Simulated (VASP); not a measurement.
OSZICAR of a VASP run on Zn2SeS (space group P-4m2):

File OSZICAR:
```
       N       E                     dE             d eps       ncg     rms          rms(c)
DAV:   1     0.177935359388E+03    0.17794E+03   -0.15333E+04  1320   0.164E+03
DAV:   2    -0.307619319847E+02   -0.20870E+03   -0.20456E+03  1434   0.341E+02
DAV:   3    -0.492029059206E+02   -0.18441E+02   -0.18297E+02  1554   0.108E+02
DAV:   4    -0.495687131538E+02   -0.36581E+00   -0.36553E+00  1464   0.150E+01
DAV:   5    -0.495734960641E+02   -0.47829E-02   -0.47826E-02  1554   0.171E+00    0.909E+00
DAV:   6    -0.453655270444E+02    0.42080E+01   -0.36339E+00  1544   0.502E+01    0.817E+00
DAV:   7    -0.432004872258E+02    0.21650E+01   -0.10798E+00  1332   0.135E+01    0.390E+00
DAV:   8    -0.437104059772E+02   -0.50992E+00   -0.80203E-01  1368   0.611E+00    0.125E+00
DAV:   9    -0.437223243782E+02   -0.11918E-01   -0.14611E-01  1344   0.342E+00    0.856E-01
DAV:  10    -0.436315498731E+02    0.90775E-01   -0.79302E-02  1332   0.259E+00    0.405E-01
DAV:  11    -0.437165663715E+02   -0.85016E-01   -0.77841E-02  1320   0.253E+00    0.145E-01
DAV:  12    -0.437094975356E+02    0.70688E-02   -0.12726E-02  1422   0.938E-01    0.925E-02
DAV:  13    -0.437205578633E+02   -0.11060E-01   -0.60225E-03  1374   0.589E-01    0.739E-02
DAV:  14    -0.437207978387E+02   -0.23998E-03   -0.14313E-03  1404   0.390E-01    0.457E-02
DAV:  15    -0.437211793428E+02   -0.38150E-03   -0.11262E-03  1388   0.294E-01    0.166E-02
DAV:  16    -0.437211374306E+02    0.41912E-04   -0.14486E-04  1524   0.998E-02    0.209E-02
DAV:  17    -0.437214571436E+02   -0.31971E-03   -0.31071E-04  1356   0.163E-01    0.101E-02
DAV:  18    -0.437214786187E+02   -0.21475E-04   -0.22578E-05  1368   0.509E-02    0.508E-03
DAV:  19    -0.437214798863E+02   -0.12677E-05   -0.87537E-07  1596   0.109E-02    0.507E-03
DAV:  20    -0.437214800932E+02   -0.20687E-06   -0.79543E-07  1362   0.785E-03    0.216E-03
DAV:  21    -0.437214802622E+02   -0.16901E-06   -0.13155E-07   918   0.533E-03    0.120E-03
DAV:  22    -0.437214802920E+02   -0.29766E-07   -0.21217E-08   756   0.116E-03
   1 F= -.43721480E+02 E0= -.43721480E+02  d E =0.000000E+00
       N       E                     dE             ncg
       N       E                     dE             ncg
```

### Question
Which electronic solver shows in the log?

### Answer
It is blocked Davidson (ALGO = Normal, or the opening steps of other solvers). The INCAR had ALGO = Normal.

### Question
Can the final energy be trusted as converged?

### Answer
Self-consistency was reached. It stopped with EDIFF = 1E-7, NELM = 100 (r2SCAN meta-GGA, plane waves, VASP's PBE PAW potentials (set 64)).

The structure comes from a computed database's Zn2SeS entry (P-4m2); how it stands against other phases isn't given here. It was relaxed first.
